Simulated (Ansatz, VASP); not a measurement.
# TiGe in two plane-wave programs, part 2 of 2

Aim: how closely do two programs agree when they are given the same cell, functional and k mesh? The cell is generated by rule, not measured, and may not be a known phase. The cell is taken from a series of VASP runs on this material, whose earlier steps may have relaxed, scaled or displaced it; both programs get it as it stands.

VASP 6.6.1 and Ansatz 0.2.0.

So far. Step 2 (VASP: band structure, PBEsol, spin-orbit coupling): The run ends at a pressure of -14.31 GPa.

The structure was built from a prototype and need not be the compound's stable phase.

## (3) Ansatz: band structure, PBEsol, spin-orbit coupling

Level of this step: Ansatz beside VASP: Kohn-Sham DFT, plane waves, PBEsol, spin-orbit coupling (Ansatz).

Ansatz runs on its fully relativistic PAW (standard-fr) files.

The same cell, functional, mesh and smearing now go to Ansatz, which takes its cutoff from its data sets.

Contents of input.yaml:

```yaml
crystal:
  lattice:
    - [0.0, 2.705, 2.705]
    - [2.705, 0.0, 2.705]
    - [2.705, 2.705, 0.0]
  atoms:
    - { symbol: Ti, position: [0.0, 0.0, 0.0] }
    - { symbol: Ge, position: [0.5, 0.5, 0.5] }
hamiltonian:
  xc: pbesol
  pseudopotentials: { kind: paw_fr }
magnetization:
  noncollinear: true
  spin_orbit: true
kpoints:
  mp_grid: { grid: [10, 10, 10] }
  band_path:
    path:
      - [0.0, 0.0, 0.0]
      - [0.16667, 0.0, 0.16667]
      - [0.33333, 0.0, 0.33333]
      - [0.5, 0.0, 0.5]
      - [0.5, 0.08333, 0.58333]
      - [0.5, 0.18333, 0.68333]
      - [0.5, 0.25, 0.75]
      - [0.45, 0.3, 0.75]
      - [0.40833, 0.34167, 0.75]
      - [0.35, 0.35, 0.7]
      - [0.225, 0.225, 0.45]
      - [0.075, 0.075, 0.15]
      - [0.03333, 0.03333, 0.03333]
      - [0.23333, 0.23333, 0.23333]
      - [0.4, 0.4, 0.4]
      - [0.51667, 0.46667, 0.51667]
      - [0.55833, 0.38333, 0.55833]
      - [0.60833, 0.28333, 0.60833]
      - [0.60833, 0.25, 0.64167]
      - [0.55833, 0.25, 0.69167]
      - [0.51667, 0.25, 0.73333]
      - [0.5, 0.3, 0.7]
      - [0.5, 0.38333, 0.61667]
      - [0.5, 0.48333, 0.51667]
      - [0.475, 0.475, 0.55]
      - [0.425, 0.425, 0.65]
      - [0.38333, 0.38333, 0.73333]
      - [0.59167, 0.18333, 0.59167]
      - [0.55, 0.1, 0.55]
      - [0.5, 0.0, 0.5]
    npoints: 1
scf:
  occupations: { method: gaussian, width: 0.02 }
  n_extra_bands: 14
output:
  forces: true
  stress: true
  eigenvalues: true
  write_density: true
  write_potential: true
  elf: true
  volumetric_format: npy
```

Launch:

```
> ansatz run input.yaml --threads 2 --pin off --max-ram 4608MiB --backend cpu --events-out ev --progress --plain --runs-dir out
```

Numbers of over 12 decimals in the logs are rounded to 6 here.

Output:

```text
scf.n_extra_bands = 14 over 26 filled bands (N_el = 26.0): the run solves 40 bands
Engine: ansatz 0.2.0, aarch64-unknown-linux-gnu
Pseudopotentials: kind: paw_fr
Pseudopotential: Ti, paw_fr, valence charge 12, recommended cutoff 420 eV (normal), Ti.paw.azcp#standard-fr
Pseudopotential: Ge, paw_fr, valence charge 14, recommended cutoff 420 eV (normal), Ge.paw.azcp#standard-fr
Functional definition: PBEsol
  exchange = pbesol_x
  correlation = pbesol_c
non-collinear run that drives no moment, with spin-orbit: no starting moment large enough to seed its density (crystal.atoms[].spin), no starting occupations that ask for one, no magnetisation constraint and no magnetic field, so the semilocal B_xc is pinned to zero
Crystal: 2 atoms, lattice volume = 39.585 Å³
Basis set: ecut = 420 eV, 749 PW (Γ), exchange–correlation on 54×54×54 points (8 copies of the dense FFT grid, shifted against one another)
Bands: 40, of which v1, the nominal top of the filled ones, is band 26 counted from 1 (25 counted from 0)
Symmetry: 48 space group operations + 48 with time reversal
Magnetic group: BNS 225.117 (UNI 1619), of the structure as read, at distance tolerance 3.4e-5 Å
k-points: 47 of 1000
Projection manifold: j_resolved (fully-relativistic pseudo-atomic orbitals)
Non-local potential: Ti, projectors of the file, l = 0: 3, l = 1: 4, l = 2: 6, l = 3: 2
Non-local potential: Ge, projectors of the file, l = 0: 2, l = 1: 4, l = 2: 6, l = 3: 2
PAW form: soft (Blöchl's): semilocal exchange-correlation on the pseudo side does not see the compensation charge
PAW frozen core: Ti, regenerated for the run's functional, and the local potential with it (the file was generated under x = pbe(κ = 0.804, μ = 0.219515), c = pbe(β = 0.066725))
PAW frozen core: Ge, regenerated for the run's functional, and the local potential with it (the file was generated under x = pbe(κ = 0.804, μ = 0.219515), c = pbe(β = 0.066725))
PAW one-centre angular grid: Ti, 590 points (default); XC on 96 Gauss nodes
PAW one-centre angular grid: Ge, 590 points (default); XC on 64 Gauss nodes
Initial density: superposition of atomic densities (chi_scale 0.1, normalization cell, long waves kept (reshape's long-wave potential 0.00 eV rms))
Initial wavefunctions: pseudopotential atomic-orbital guess
Functional: x = pbesol(κ = 0.804, μ = 0.123457), c = pbesol(β = 0.046)
SCF iter   1: F=—  HF=-6728.402990 eV  |F-HF|=—  |Δ(HF+E_count)|=         —  Δρ=3.33e-2  dr2=2.75e-1  dr2_m=0.00e0 (ungated)  ethr=3.10e-3  |M|=0.00e0 ∫|m|=0.00e0 μB  |m|>n=0.0e0 m-floor=0.0e0 τ_xc=0.0e0  β_m=0.30  ⟨swp⟩=6.4  Hψ=4329  notcnv=0  defer=40
preconditioner: auto → Kerker (q_TF=auto, 2.544 Å⁻¹)  [metal: Δε(μ)=0.009 eV  Ē_g=17.523 eV  σ=0.020 eV  W_gap=0.23  n_scr=14 (ndim 8)  ℏωp=25.0 eV  f_vac=0.000  D(μ)=1.28/eV (n_scr^D=14)]
spin=Noncollinear: Kerker preconditioning applied to the charge; magnetization (m_x, m_y, m_z) channels mix plain (no charge-response kernel on spin).
SCF iter   2: F=—  HF=-6728.353786 eV  |F-HF|=—  |Δ(HF+E_count)|=   4.92e-2  Δρ=2.45e-2  dr2=1.42e-1  dr2_m=0.00e0 (ungated)  ethr=1.06e-3  |M|=0.00e0 ∫|m|=0.00e0 μB  |m|>n=0.0e0 m-floor=0.0e0 τ_xc=0.0e0  β_m=0.57  ⟨swp⟩=2.0  Hψ=1276  notcnv=0  defer=330
SCF iter   3: F=—  HF=-6728.331866 eV  |F-HF|=—  |Δ(HF+E_count)|=   2.19e-2  Δρ=8.67e-3  dr2=2.35e-2  dr2_m=0.00e0 (ungated)  ethr=5.44e-4  |M|=0.00e0 ∫|m|=0.00e0 μB  |m|>n=0.0e0 m-floor=0.0e0 τ_xc=0.0e0  β_m=0.57  ⟨swp⟩=3.0  Hψ=1497  notcnv=0  defer=336
SCF iter   4: F=—  HF=-6728.329482 eV  |F-HF|=—  |Δ(HF+E_count)|=   2.38e-3  Δρ=2.27e-3  dr2=1.46e-3  dr2_m=0.00e0 (ungated)  ethr=9.04e-5  |M|=0.00e0 ∫|m|=0.00e0 μB  |m|>n=0.0e0 m-floor=0.0e0 τ_xc=0.0e0  β_m=0.58  ⟨swp⟩=3.0  Hψ=1356  notcnv=0  defer=336
SCF iter   5: F=—  HF=-6728.329765 eV  |F-HF|=—  |Δ(HF+E_count)|=   2.83e-4  Δρ=7.57e-4  dr2=1.29e-4  dr2_m=0.00e0 (ungated)  ethr=5.62e-6  |M|=0.00e0 ∫|m|=0.00e0 μB  |m|>n=0.0e0 m-floor=0.0e0 τ_xc=0.0e0  β_m=0.79  ⟨swp⟩=2.0  Hψ=1354  notcnv=0  defer=336
SCF iter   6: F=—  HF=-6728.329822 eV  |F-HF|=—  |Δ(HF+E_count)|=   5.65e-5  Δρ=1.33e-4  dr2=7.73e-6  dr2_m=0.00e0 (ungated)  ethr=4.95e-7  |M|=0.00e0 ∫|m|=0.00e0 μB  |m|>n=0.0e0 m-floor=0.0e0 τ_xc=0.0e0  β_m=0.90  ⟨swp⟩=2.0  Hψ=992  notcnv=0  defer=336
SCF iter   7: F=—  HF=-6728.329819 eV  |F-HF|=—  |Δ(HF+E_count)|=   2.38e-6  Δρ=4.16e-5  dr2=8.61e-7  dr2_m=0.00e0 (ungated)  ethr=2.97e-8  |M|=0.00e0 ∫|m|=0.00e0 μB  |m|>n=0.0e0 m-floor=0.0e0 τ_xc=0.0e0  β_m=0.95  ⟨swp⟩=3.0  Hψ=1314  notcnv=0  defer=336
SCF iter   8: F=-6728.329819 eV  HF=-6728.329819 eV  |F-HF|=2.79e-9  |Δ(HF+E_count)|=   1.21e-7  Δρ=6.79e-6  dr2=1.31e-8  dr2_m=0.00e0 (ungated)  ethr=3.85e-10  |M|=0.00e0 ∫|m|=0.00e0 μB  |m|>n=0.0e0 m-floor=0.0e0 τ_xc=0.0e0  ⟨swp⟩=10.1  Hψ=5819  notcnv=0
SCF 1 converged in 8 iterations: F = -6728.329819 eV  dr2 = 1.31e-8
  greatest PAW one-centre occupation: 0.999 electrons in one spin orbital (limit 2), on the Ti atom at site 0 (counted from 0), in its partial waves of l = 0
NSCF: frozen V_eff on 30 k-points
SCF converged after 8 iterations
Magnetization: |M| = 0.0000 μB,  M = (+0.0000, +0.0000, +0.0000) μB
Absolute magnetization: 0.0000 μB (∫|m|)
  site 0: m = (+0.0000, +0.0000, +0.0000) μB, |m| = 0.0000 μB  (R = 1.12 Å)
  site 1: m = (+0.0000, +0.0000, +0.0000) μB, |m| = 0.0000 μB  (R = 1.12 Å)
Free energy (F): -6728.329819 eV
Harris-Foulkes:  -6728.329819 eV  (|F-HF|=2.79e-9)
Internal energy: -6728.329595 eV  (E = F + TS)
E sigma→0 (E₀):  -6728.329707 eV
Entropy (-TS):   -0.000224 eV (-0.112 meV/atom)
Fermi energy:    10.484838 eV
--- Per-component energies (eV) ---
  E_band       = -308.726273
  E_kinetic    = 379.919227
  E_local      = -3159.461067  (includes V_loc(G=0)·N_el)
  E_nonlocal   = 429.338910
  E_hartree    = 1354.353991
  E_xc         = -170.588810
  E_vxc        = -184.779478  (∫ρ·V_xc dr)
  E_paw        = -3001.089554  (= ΣΔE_a)
  E_vpaw       = -482.452823  (= ΣTr[D̂ρ^β])
  E_aug_tail   = 0.000431  (compensation charges beyond the density's cutoff)
  E_ewald      = -2561.863757
  E_core_change = 1.061033  (= ΣΔE_core)
  E_smearing   = -0.000224  (= −TS)
  E_closure    = 0.000000  (closes the sum)
  Σ components = -6728.329819   (vs F -6728.329819, Δ=0.00e0)
--- Forces (eV/Å), atoms counted from 1 ---
  atom   1  Ti     0.00000000    -0.00000000     0.00000000
  atom   2  Ge     0.00000000    -0.00000000    -0.00000000
  max |Σ_I F_I| component: 9.05e-29 eV/Å
--- Stress (GPa, compression-positive) ---
      -13.941679       0.000000       0.000000
       -0.000000     -13.941679       0.000000
       -0.000000       0.000000     -13.941679
  P = ⅓ Tr σ = -13.9417 GPa (-139.417 kbar)
--- Band table (eV; the first three rows and the last of 47) ---
  k-point 0: bands = [... 22 lower, 10.5809, 10.5809, 10.6077, 10.6077, 10.9280, 10.9280, 10.9280, 10.9280, ... 10 higher]
  k-point 1: bands = [... 22 lower, 10.4727, 10.4727, 10.4806, 10.4806, 10.7736, 10.7736, 10.7920, 10.7920, ... 10 higher]
  k-point 2: bands = [... 22 lower, 9.8947, 9.8947, 9.9260, 9.9260, 10.9574, 10.9574, 10.9636, 10.9636, ... 10 higher]
  k-point 46: bands = [... 22 lower, 8.1830, 8.1830, 8.6961, 8.6961, 11.7231, 11.7231, 11.9470, 11.9470, ... 10 higher]
```

Run time: 23 s. Hardware: 2 threads of Arm Neoverse N1, shared host; peak memory 0.51 GiB.

The column dr2 measures how far the density is from self-consistency, as an energy; F and HF (Harris–Foulkes) agree once it is small.

## (4) Side by side

Known differences besides the potentials themselves: spin-orbit coupling enters by fully relativistic files in Ansatz and inside the spheres in VASP; the cutoff is 420 eV in Ansatz and 410 eV in VASP; Ansatz makes its cores anew for this functional, VASP keeps those of its PBE data sets. Total energies have different zeros and are not compared.

The two programs side by side:

| quantity | Ansatz | VASP | difference |
| --- | --- | --- | --- |
| pressure (GPa) | -13.94 | -14.31 | +0.37 |

Levels from 3 eV below to 2 eV above the Fermi level differ by 3 meV r.m.s. and 8 meV at most; each VASP level is matched to the nearest of Ansatz, which flatters the figure a little.

## (5) What came out

```
r.m.s. difference of levels near the Fermi level (band structure, PBEsol, spin-orbit coupling) : 3.2 meV
```

**Reading.** The r.m.s. difference of levels near the Fermi level is 3.2 meV (band structure, PBEsol, spin-orbit coupling), within the 80 meV picked in this series as the mark of a large difference. 1 further run of this series is not shown here. How closely two codes agree says nothing of how well the functional describes the real material.

[Lines on the potential files, build, host, timing and source positions are cut from VASP's logs without a mark.]

[Logs are printed without paths, hosts, clocks, repeated set-up lines and the standing remarks that a program may print on its own settings, such as how far it seeks lower states.]

[Hosts, paths, dates, database ids (printed as entryN), source tags and the programs' standing remarks are cut or masked in the printed files.]
